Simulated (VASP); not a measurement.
Level of theory: PBE GGA + U (Dudarev), VASP's PBE PAW potentials (set 64) (plane waves; VASP).

The input files of a VASP run:

INCAR:
```
SYSTEM = NiSi2
PREC = Accurate
ENCUT = 400
EDIFF = 1E-6
NELM = 100
ALGO = Normal
LREAL = .FALSE.
LASPH = .TRUE.
ISMEAR = 1
SIGMA = 0.1
GGA = PE
LMAXMIX = 4
LWAVE = .FALSE.
LCHARG = .FALSE.
ISIF = 2
LDAU = .TRUE.
LDAUTYPE = 2
LDAUL = -1 2
LDAUU = 0 4.0
LDAUJ = 0 0
LDAUPRINT = 1
LORBIT = 10
```

### POSCAR
```
NiSi2
1.0
  0.0000000000   2.7591000000   2.7591000000
  2.7591000000   0.0000000000   2.7591000000
  2.7591000000   2.7591000000   0.0000000000
Si Ni
2 1
direct
  0.2500000000   0.2500000000   0.2500000000
  0.7500000000   0.7500000000   0.7500000000
  0.0000000000   0.0000000000   0.0000000000
```

**KPOINTS**
```
Automatic mesh
0
G
 9 9 9
```

POTCAR, in this order: Si Ni (PBE.64 set). Program: vasp_std.

Task: What does the run give for the energy per atom (σ→0), pressure, band gap (on the k-mesh)?

Result: 
* **energy per atom (σ→0)**: -4.961 eV/atom
* **band gap (on the k-mesh)**: none (metal, semimetal or under 0.01 eV)
* **pressure**: -8.37 GPa

OSZICAR:
```
...
DAV:   8    -0.149165950489E+02   -0.65758E-02   -0.67920E-01  1355   0.110E+01    0.204E+00
DAV:   9    -0.148817886968E+02    0.34806E-01   -0.14449E-01  1066   0.900E+00    0.334E-01
DAV:  10    -0.148824139022E+02   -0.62521E-03   -0.57215E-03  1060   0.681E-01    0.158E-01
DAV:  11    -0.148826607358E+02   -0.24683E-03   -0.43729E-04  1051   0.224E-01    0.216E-02
DAV:  12    -0.148826784524E+02   -0.17717E-04   -0.60775E-05  1297   0.146E-01    0.205E-02
DAV:  13    -0.148826764147E+02    0.20377E-05   -0.25263E-05  1014   0.112E-01    0.454E-03
DAV:  14    -0.148826765991E+02   -0.18435E-06   -0.13346E-06   781   0.109E-02
   1 F= -.14882677E+02 E0= -.14882650E+02  d E =-.812197E-04
```

The compound is NiSi2 in the fluorite structure. The cell was not relaxed at this level. The run is one of a series of settings (LDAU = .TRUE., LDAUJ = 0 0, LDAUL = -1 2, LDAUTYPE = 2, LDAUU = 0 4.0 against the base run), some of them coarse on purpose. The run is not spin-polarised, so no magnetic state was tried.
